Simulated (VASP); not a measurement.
Consider the following.

```
TlBr
1.0
    3.99000     0.00000     0.00000
    0.00000     3.99000     0.00000
    0.00000     0.00000     3.99000
Tl Br
1 1
Direct
  0.00000   0.00000   0.00000
  0.50000   0.50000   0.50000
```

Level of theory: optB88-vdW, VASP's PBE PAW potentials (set 64) (plane waves; VASP). Run with 520 eV cut-off, 7×7×7 Γ-centred mesh, Gaussian smearing of 0.050 eV, potentials Tl_d Br.

### Question
What does the run give for the energy per atom (σ→0)?

### Answer

| Item | Value |
|---|---|
| energy per atom (σ→0) | -0.426 eV/atom |

The compound is TlBr in the CsCl type structure. The cell was not relaxed at this level.
